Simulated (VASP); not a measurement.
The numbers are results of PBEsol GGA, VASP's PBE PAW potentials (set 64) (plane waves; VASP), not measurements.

The input files of a VASP run:

**KPOINTS**
```
Automatic mesh
0
Gamma
9 9 9
0 0 0
```

### INCAR
```
SYSTEM = HgTe
PREC = Accurate; ENCUT = 400; LREAL = .FALSE.
LASPH = .TRUE.
EDIFF = 1E-6; NELM = 100; ALGO = Normal
LMAXMIX = 6
ISMEAR = 1; SIGMA = 0.1
GGA = PS
IBRION = 2; NSW = 60; ISIF = 3
EDIFFG = -0.01
LWAVE = .FALSE.; LCHARG = .FALSE.
```

POSCAR:
```
HgTe
1.0
  0.0000000000   3.2549229258   3.2549229258
  3.2549229258   0.0000000000   3.2549229258
  3.2549229258   3.2549229258   0.0000000000
Hg Te
1 1
Cart
  0.0000000000   0.0000000000   0.0000000000
  1.6274614629   1.6274614629   1.6274614629
```

POTCAR, in this order: Hg Te (PBE.64 set). Program: vasp_std.

The run wrote:

### OUTCAR
```
 ion  position               nearest neighbor table
   1  0.000  0.000  0.000-   2 2.82   2 2.82   2 2.82   2 2.82
   2  0.250  0.250  0.250-   1 2.82   1 2.82   1 2.82   1 2.82
  LATTYP: Found a face centered cubic cell.
 ALAT       =     6.5098458516
 Subroutine PRICEL returns:
 Original cell was already a primitive cell.
 Subroutine GETGRP returns: Found 24 space group operations
The static configuration has the point symmetry T_d .
The dynamic configuration has the point symmetry T_d .
 Subroutine INISYM returns: Found 24 space group operations
 Subroutine IBZKPT returns following result:
 Found     35 irreducible k-points:

 Following reciprocal coordinates:
            Coordinates               Weight
  0.000000  0.000000  0.000000      1.000000
  0.111111  0.000000  0.000000      8.000000
  0.222222  0.000000  0.000000      8.000000
  0.333333  0.000000  0.000000      8.000000
  0.444444  0.000000  0.000000      8.000000
  0.111111  0.111111  0.000000      6.000000
  0.222222  0.111111  0.000000     24.000000
  0.333333  0.111111  0.000000     24.000000
  0.444444  0.111111  0.000000     24.000000
 -0.444444  0.111111  0.000000     24.000000
 -0.333333  0.111111  0.000000     24.000000
 -0.222222  0.111111  0.000000     24.000000
 -0.111111  0.111111  0.000000     12.000000
  0.222222  0.222222  0.000000      6.000000
  0.333333  0.222222  0.000000     24.000000
  0.444444  0.222222  0.000000     24.000000
 -0.444444  0.222222  0.000000     24.000000
 -0.333333  0.222222  0.000000     24.000000
 -0.222222  0.222222  0.000000     12.000000
  0.333333  0.333333  0.000000      6.000000
  0.444444  0.333333  0.000000     24.000000
 -0.444444  0.333333  0.000000     24.000000
 -0.333333  0.333333  0.000000     12.000000
  0.444444  0.444444  0.000000      6.000000
 -0.444444  0.444444  0.000000     12.000000
  0.333333  0.222222  0.111111     24.000000
  0.444444  0.222222  0.111111     48.000000
 -0.444444  0.222222  0.111111     48.000000
  0.444444  0.333333  0.111111     24.000000
 -0.444444  0.333333  0.111111     48.000000
 -0.333333  0.333333  0.111111     48.000000
 -0.222222  0.333333  0.111111     24.000000
 -0.444444  0.444444  0.111111     24.000000
 -0.333333  0.444444  0.111111     24.000000
 -0.333333  0.444444  0.222222     24.000000
   k-points           NKPTS =     35   k-points in BZ     NKDIM =     35   number of bands    NBANDS=     13
   number of dos      NEDOS =    301   number of ions     NIONS =      2
   total plane-waves  NPLWV =  27000
   dimension x,y,z NGX =    30 NGY =   30 NGZ =   30
   dimension x,y,z NGXF=    60 NGYF=   60 NGZF=   60
   ions per type =               1   1
   PREC   = accura    normal or accurate (medium, high low for compatibility)
   ISTART =      0    job   : 0-new  1-cont  2-samecut
   ICHARG =      2    charge: 1-file 2-atom 10-const
   ISPIN  =      1    spin polarized calculation?
   LNONCOLLINEAR =      F non collinear calculations
   LSORBIT =      F    spin-orbit coupling
   INIWAV =      1    electr: 0-lowe 1-rand  2-diag
   ENCUT  =  400.0 eV  29.40 Ry    5.42 a.u.   7.51  7.51  7.51*2*pi/ulx,y,z
   NELM   =    100;   NELMIN=  2; NELMDL= -5     # of ELM steps
   EDIFF  = 0.1E-05   stopping-criterion for ELM
   LREAL  =      F    real-space projection
   NLSPLINE    = F    spline interpolate recip. space projectors
   LMAXMIX     =    6 max onsite mixed and CHGCAR
   VOSKOWN=      0    Vosko Wilk Nusair interpolation
   EDIFFG = -.1E-01   stopping-criterion for IOM
   NSW    =     60    number of steps for IOM
   NBLOCK =      1;   KBLOCK =     60    inner block; outer block
   IBRION =      2    ionic relax: 0-MD 1-quasi-New 2-CG
...
```

File OSZICAR:
```
       N       E                     dE             d eps       ncg     rms          rms(c)
DAV:   1     0.912219849696E+02    0.91222E+02   -0.69608E+03   918   0.955E+02
DAV:   2    -0.119598340184E+01   -0.92418E+02   -0.87758E+02  1050   0.243E+02
DAV:   3    -0.457525657071E+01   -0.33793E+01   -0.33536E+01  1090   0.487E+01
DAV:   4    -0.460799754662E+01   -0.32741E-01   -0.32739E-01  1310   0.436E+00
DAV:   5    -0.460807643400E+01   -0.78887E-04   -0.78888E-04  1090   0.200E-01    0.759E+00
DAV:   6    -0.438794126909E+01    0.22014E+00   -0.54617E-01  1045   0.110E+01    0.608E+00
DAV:   7    -0.437826787291E+01    0.96734E-02   -0.11065E-01  1000   0.263E+00    0.226E+00
DAV:   8    -0.437630469541E+01    0.19632E-02   -0.11137E-02   935   0.143E+00    0.628E-01
DAV:   9    -0.437606038569E+01    0.24431E-03   -0.83297E-04  1080   0.360E-01    0.128E-01
DAV:  10    -0.437606803931E+01   -0.76536E-05   -0.83603E-05  1052   0.962E-02    0.537E-02
DAV:  11    -0.437607496547E+01   -0.69262E-05   -0.23661E-05   980   0.456E-02    0.305E-02
DAV:  12    -0.437607368080E+01    0.12847E-05   -0.41478E-06  1035   0.198E-02    0.150E-02
DAV:  13    -0.437607366976E+01    0.11038E-07   -0.26970E-07   480   0.395E-03
   1 F= -.43760737E+01 E0= -.43761623E+01  d E =-.437607E+01
       N       E                     dE             d eps       ncg     rms          rms(c)
DAV:   1    -0.437754347787E+01   -0.14698E-02   -0.28930E-02   985   0.211E+00    0.288E-01
DAV:   2    -0.437627357632E+01    0.12699E-02   -0.33141E-03   965   0.865E-01    0.957E-02
DAV:   3    -0.437614472655E+01    0.12885E-03   -0.36526E-04   950   0.190E-01    0.928E-02
DAV:   4    -0.437612234968E+01    0.22377E-04   -0.42794E-05   995   0.542E-02    0.153E-02
DAV:   5    -0.437611997167E+01    0.23780E-05   -0.68572E-06   954   0.336E-02    0.138E-02
DAV:   6    -0.437611976570E+01    0.20597E-06   -0.11464E-06   625   0.110E-02
   2 F= -.43761198E+01 E0= -.43762099E+01  d E =-.460959E-04
```

### OUTCAR
```
------------------------ aborting loop because EDIFF is reached ----------------------------------------
  FORCE on cell =-STRESS in cart. coord.  units (eV):
  Direction    XX          YY          ZZ          XY          YZ          ZX
  --------------------------------------------------------------------------------------
  Total       -0.0001658     -0.0001658     -0.0001658     -0.0000000     -0.0000000      0.0000000
  in kB       -0.0038391     -0.0038391     -0.0038391     -0.0000000     -0.0000000      0.0000000
  external PRESSURE =      -0.0038391 kB  Pullay stress =       0.0000000 kB
  volume of cell :       69.17
      direct lattice vectors                 reciprocal lattice vectors
     0.000000000  3.258133756  3.258133756    -0.153462085  0.153462085  0.153462085
     3.258133756 -0.000000000  3.258133756     0.153462085 -0.153462085  0.153462085
     3.258133756  3.258133756 -0.000000000     0.153462085  0.153462085 -0.153462085
 POSITION                                       TOTAL-FORCE (eV/Angst)
 -----------------------------------------------------------------------------------
      3.25813     -0.00000      3.25813        -0.000000      0.000000      0.000000
      1.62907      1.62907      1.62907         0.000000     -0.000000     -0.000000
 -----------------------------------------------------------------------------------
    total drift:                                0.000000      0.000000      0.000000
  FREE ENERGIE OF THE ION-ELECTRON SYSTEM (eV)
  ---------------------------------------------------
  free  energy   TOTEN  =        -4.3761197657 eV

  energy  without entropy=       -4.3763902301  energy(sigma->0) =       -4.37620992

 reached required accuracy - stopping structural energy minimisation
```
(Selected blocks of OUTCAR.)

CONTCAR:
```
HgTe
   1.00000000000000
     0.0000000000000000    3.2581337562283266    3.2581337562283266
     3.2581337562283266   -0.0000000000000000    3.2581337562283266
     3.2581337562283266    3.2581337562283266   -0.0000000000000000
  Hg              Te
     1     1
Direct
     0.0000000000000000    1.0000000000000000    0.0000000000000000
     0.2500000000000000    0.2500000000000000    0.2500000000000000
```

### OUTCAR
```
 val. band max:        2.5649058453   @ k =   0.1111   0.0000   0.0000

 cond. band min:       2.7001495442   @ k =   0.0000   0.0000   0.0000


 Fermi energy:         2.6900720906

 k-point     1 :       0.0000    0.0000    0.0000
  band No.  band energies     occupation
      1      -9.1520      2.00000
      2      -4.5067      2.00000
      3      -4.5067      2.00000
      4      -4.5067      2.00000
      5      -4.0000      2.00000
      6      -4.0000      2.00000
      7       1.8383      2.00000
      8       2.7001      0.83039
      9       2.7001      0.83039
     10       2.7001      0.83039
     11       6.9237      0.00000
     12       6.9237      0.00000
     13       6.9237      0.00000

 k-point     2 :       0.1111    0.0000    0.0000
  band No.  band energies     occupation
      1      -9.0931      2.00000
      2      -4.4903      2.00000
      3      -4.4903      2.00000
      4      -4.4853      2.00000
      5      -4.0017      2.00000
      6      -4.0017      2.00000
      7       0.9628      2.00000
      8       2.5649      2.07070
      9       2.5649      2.07070
     10       3.2351     -0.00000
     11       6.8013      0.00000
     12       7.1065      0.00000
     13       7.1065      0.00000

 k-point     3 :       0.2222    0.0000    0.0000
  band No.  band energies     occupation
      1      -8.9381      2.00000
      2      -4.4511      2.00000
      3      -4.4511      2.00000
      4      -4.3950      2.00000
      5      -4.0022      2.00000
      6      -4.0022      2.00000
      7      -0.3301      2.00000
      8       2.2599      2.00000
      9       2.2599      2.00000
     10       3.5035     -0.00000
     11       7.2652      0.00000
     12       7.4658      0.00000
     13       7.4658      0.00000

 k-point     4 :       0.3333    0.0000    0.0000
  band No.  band energies     occupation
      1      -8.7508      2.00000
      2      -4.4123      2.00000
      3      -4.4123      2.00000
...
```

Unless said otherwise, spin-orbit coupling is left out, though it shifts the bands of the heavy elements here.

The structure was generated: HgTe was put into the zinc blende type (F-43m), which need not be its known phase. This run relaxes it. Symmetry was kept, so distortions that lower it aren't found. The start is the result of an earlier pass.
